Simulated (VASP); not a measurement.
# Br2Zn in VASP: reference runs

How does Br2Zn come out in PBE? The cell is run as given.

Program: VASP 6.6.1. These are calculated values, not measurements. Logs are shortened: lines on timing, memory, paths and dates and some standing lists are left out, and cuts for length are marked.

## (1) Starting point

The cell holds a molecule in a box, 3 atoms: a = 11.000 Å, b = 13.000 Å, c = 11.000 Å, α = 90.00°, β = 90.00°, γ = 90.00°.

## (2) Single point, PBE

File INCAR:

```
PREC     = Accurate       # precision mode
ENCUT    = 520            # plane-wave cutoff, eV
EDIFF    = 1E-7           # SCF threshold, eV
ISMEAR   = 0              # smearing method
SIGMA    = 0.01           # smearing width, eV
LREAL    = F              # projectors in reciprocal space
LASPH    = T              # aspherical terms in the spheres
NELM     = 80             # most SCF steps
ALGO     = Normal         # electronic algorithm
ISIF     = 2              # what is computed and relaxed
LWAVE    = F              # write WAVECAR
LCHARG   = F              # write CHGCAR
GGA      = PE             # functional
NBANDS   = 20             # bands
```

File KPOINTS:

```
regular mesh
0
Gamma
  1 1 1
```

File POSCAR:

```
ZnBr2
1.0
   11.0000000000      0.0000000000      0.0000000000
    0.0000000000     13.0000000000      0.0000000000
    0.0000000000      0.0000000000     11.0000000000
Br Zn
2 1
Direct
    0.5902090900      0.6446153800      0.5695590900
    0.4121545500      0.3586153800      0.4366227300
    0.5010000000      0.5017307700      0.5030045500
```

Potentials or basis: VASP PAW PBE potentials, release 64 (Br, Zn).

The run is started by

```
$ cat potpaw_PBE.64/Br/POTCAR potpaw_PBE.64/Zn/POTCAR > POTCAR
$ mpirun -np 1 vasp_gam > vasp.out
```

OUTCAR:

```text
PREC = Accurate
   ENCUT = 520
   EDIFF = 1E-7
   ISMEAR = 0
   LREAL = F
   LASPH = T
   NELM = 80
   ISIF = 2
   GGA = PE

 ion  position               nearest neighbor table
   1  0.590  0.645  0.570-   3 2.22
   2  0.412  0.359  0.437-   3 2.22
   3  0.501  0.502  0.503-   1 2.22   2 2.22

  LATTYP: Found a simple tetragonal cell.
 ALAT       =    11.0000000000
 C/A-ratio  =     1.1818181818

  Lattice vectors:

 A1 = ( -11.0000000000,   0.0000000000,   0.0000000000)
 A2 = (   0.0000000000,   0.0000000000,  11.0000000000)
 A3 = (   0.0000000000,  13.0000000000,   0.0000000000)

Analysis of symmetry for initial positions (statically):
=====================================================================
 Subroutine PRICEL returns:
 Original cell was already a primitive cell.

 Routine SETGRP: Setting up the symmetry group for a
 simple tetragonal supercell.

 Subroutine GETGRP returns: Found  1 space group operations
 (whereof  1 operations were pure point group operations)
 out of a pool of 16 trial point group operations.

The static configuration has the point symmetry C_1 .

Analysis of symmetry for dynamics (positions and initial velocities):
=====================================================================
 Subroutine PRICEL returns:
 Original cell was already a primitive cell.

 Routine SETGRP: Setting up the symmetry group for a
 simple tetragonal supercell.

 Subroutine GETGRP returns: Found  1 space group operations
 (whereof  1 operations were pure point group operations)
 out of a pool of 16 trial point group operations.

The dynamic configuration has the point symmetry C_1 .

 Subroutine INISYM returns: Found  1 space group operations
 (whereof  1 operations are pure point group operations),
 and found     1 'primitive' translations

----------------------------------------------------------------------------------------

                                     Primitive cell

  volume of cell :    1573.0000

  direct lattice vectors                    reciprocal lattice vectors
    11.000000000  0.000000000  0.000000000     0.090909091  0.000000000  0.000000000
     0.000000000 13.000000000  0.000000000     0.000000000  0.076923077  0.000000000
     0.000000000  0.000000000 11.000000000     0.000000000  0.000000000  0.090909091

  length of vectors
    11.000000000 13.000000000 11.000000000     0.090909091  0.076923077  0.090909091

  position of ions in fractional coordinates (direct lattice)
     0.590209090  0.644615380  0.569559090
     0.412154550  0.358615380  0.436622730
     0.501000000  0.501730770  0.503004550

  ion indices of the primitive-cell ions
   primitive index   ion index
                 1           1
                 2           2
                 3           3

----------------------------------------------------------------------------------------

 KPOINTS: regular mesh

Automatic generation of k-mesh.
 Grid dimensions read from file:
 generate k-points for:    1    1    1

 Generating k-lattice:

  Cartesian coordinates                     Fractional coordinates (reciprocal lattice)
     0.090909091  0.000000000  0.000000000     1.000000000  0.000000000  0.000000000
     0.000000000  0.076923077  0.000000000     0.000000000  1.000000000  0.000000000
     0.000000000  0.000000000  0.090909091     0.000000000  0.000000000  1.000000000

  Length of vectors
     0.090909091  0.076923077  0.090909091

  Shift w.r.t. Gamma in fractional coordinates (k-lattice)
     0.000000000  0.000000000  0.000000000

 Subroutine IBZKPT returns following result:
 ===========================================

 Found      1 irreducible k-points:

 Following reciprocal coordinates:
            Coordinates               Weight
  0.000000  0.000000  0.000000      1.000000
   k-points           NKPTS =      1   k-points in BZ     NKDIM =      1   number of bands    NBANDS=     20
   number of dos      NEDOS =    301   number of ions     NIONS =      3
   total plane-waves  NPLWV = 691488
   dimension x,y,z NGX =    84 NGY =   98 NGZ =   84
   dimension x,y,z NGXF=   168 NGYF=  196 NGZF=  168
   ions per type =               2   1
   NGX,Y,Z   is equivalent  to a cutoff of  12.70, 12.53, 12.70 a.u.
   NGXF,Y,Z  is equivalent  to a cutoff of  25.39, 25.06, 25.39 a.u.
 SYSTEM =  unknown system
   PREC   = accura    normal or accurate (medium, high low for compatibility)
   ISTART =      0    job   : 0-new  1-cont  2-samecut
   ICHARG =      2    charge: 1-file 2-atom 10-const
   ISPIN  =      1    spin polarized calculation?
   LNONCOLLINEAR =      F non collinear calculations
   LSORBIT =      F    spin-orbit coupling
   LASPH  =      T    aspherical Exc in radial PAW
   ENCUT  =  520.0 eV  38.22 Ry    6.18 a.u.  20.45 24.17 20.45*2*pi/ulx,y,z
   NELM   =     80;   NELMIN=  2; NELMDL= -5     # of ELM steps
   EDIFF  = 0.1E-06   stopping-criterion for ELM
   LREAL  =      F    real-space projection
   EDIFFG = 0.1E-05   stopping-criterion for IOM
   NSW    =      0    number of steps for IOM
   IBRION =     -1    ionic relax: 0-MD 1-quasi-New 2-CG
   NFREE  =      0    steps in history (QN), initial steepest desc. (CG)
   ISIF   =      2    stress and relaxation
   ISYM   =      2    0-nonsym 1-usesym 2-fastsym
   POTIM  = 0.5000    time-step for ionic-motion
   TEBEG  =    0.0;   TEEND  =   0.0 temperature during run
   PSTRESS=    0.0 pullay stress
   NELECT =      26.0000    total number of electrons
   NUPDOWN=      -1.0000    fix difference up-down
   EMIN   =  10.00;   EMAX   =-10.00  energy-range for DOS
   EFERMI =   0.00;   METHOD = LEGACY
   ISMEAR =     0;   SIGMA  =   0.01  broadening in eV -4-tet -1-fermi 0-gaus
   EFERMI_NEDOS =   21; number of points for ismear=-14 and -15
   IALGO  =     38    algorithm
   IMIX   =      4    mixing-type and parameters
     AMIX     =   0.40;   BMIX     =  1.00
     AMIX_MAG =   1.60;   BMIX_MAG =  1.00
  volume/ion in A,a.u.               =     524.33      3538.38
  Fermi-wavevector in a.u.,A,eV,Ry     =   0.417020  0.788053  2.366125  0.173905
  Thomas-Fermi vector in A             =   1.376994
   LORBIT       =      0    0 simple, 1 ext, 2 COOP (PROOUT), +10 PAW based schemes
   GGA     = PE    functional components
   LHFCALC =     F    Hartree Fock is set to
   AEXX    =    0.0000 exact exchange contribution
   IVDW    =     0    specifies the selected vdW correction
   LEPSILON=     F    determine dielectric tensor
   LRPA    =     F    only Hartree local field effects (RPA)
 non-spin polarized calculation
 Gauss-broadening in eV      SIGMA  =   0.01
  energy-cutoff  :      520.00
  volume of cell :     1573.00
 maximum number of plane-waves:     21209
 NGX is ok and might be reduce to    84
   NGX = 41   NGY = 49   NGZ = 41

 number of electron      26.0000000 magnetization

 Free energy of the ion-electron system (eV)
  ---------------------------------------------------
  ext. energy  EPLUGINS =         0.00000000
  ---------------------------------------------------
  free energy    TOTEN  =        -6.25275813 eV

  energy without entropy =       -6.25275813  energy(sigma->0) =       -6.25275813

 E-fermi :  -6.8928     XC(G=0):  -0.9898

 val. band max:       -6.9457380408   @ k =   0.0000   0.0000   0.0000
 cond. band min:      -2.4766693816   @ k =   0.0000   0.0000   0.0000
 fundamental gap:      4.4690686591
 Fermi energy:        -6.8927753945

 k-point     1 :       0.0000    0.0000    0.0000
  band No.  band energies     occupation
      1     -19.7777      2.00000
      2     -19.5401      2.00000
      3     -12.5873      2.00000
      4     -12.3525      2.00000
      5     -12.3524      2.00000
      6     -12.2403      2.00000
[... 12 lines left out ...]
     19       0.7474      0.00000
     20       0.9404      0.00000

------------------------ aborting loop because EDIFF is reached ----------------------------------------

  FORCE on cell =-STRESS in cart. coord.  units (eV):
  Direction    XX          YY          ZZ          XY          YZ          ZX
  --------------------------------------------------------------------------------------
  -------------------------------------------------------------------------------------
  Total       -0.1043314     -0.3728109     -0.0602266     -0.1945333     -0.1440388     -0.0754910
  in kB       -0.1062666     -0.3797261     -0.0613438     -0.1981417     -0.1467105     -0.0768913
  external PRESSURE =      -0.1824455 kB  Pullay stress =       0.0000000 kB

 VOLUME and BASIS-vectors are now :
 -----------------------------------------------------------------------------
  energy-cutoff  :      520.00
  volume of cell :     1573.00
      direct lattice vectors                 reciprocal lattice vectors
    11.000000000  0.000000000  0.000000000     0.090909091  0.000000000  0.000000000
     0.000000000 13.000000000  0.000000000     0.000000000  0.076923077  0.000000000
     0.000000000  0.000000000 11.000000000     0.000000000  0.000000000  0.090909091

 POSITION                                       TOTAL-FORCE (eV/Angst)
 -----------------------------------------------------------------------------------
      6.49230      8.38000      6.26515        -0.052886     -0.097496     -0.039032
      4.53370      4.66200      4.80285         0.051115      0.101796      0.038392
      5.51100      6.52250      5.53305         0.001771     -0.004300      0.000641
 -----------------------------------------------------------------------------------
    total drift:                                0.000055     -0.001063     -0.000079

  FREE ENERGIE OF THE ION-ELECTRON SYSTEM (eV)
  ---------------------------------------------------
  free  energy   TOTEN  =        -6.2527581261 eV

  energy  without entropy=       -6.2527581261  energy(sigma->0) =       -6.25275813
```

Run time: 1.9 min. Hardware: 1 thread of Intel Xeon Platinum 8559C (Emerald Rapids), shared host; peak memory 1 GiB.

Results:

```
Free energy                     : -6.2528 eV
Largest force                   : 0.120 eV/Å
Gap between the frontier levels : 4.47 eV
```

Forces in eV/Å, atoms in the order of the input:
```
Br  -0.053 -0.097 -0.039
Br   0.051  0.102  0.038
Zn   0.002 -0.004  0.001
```
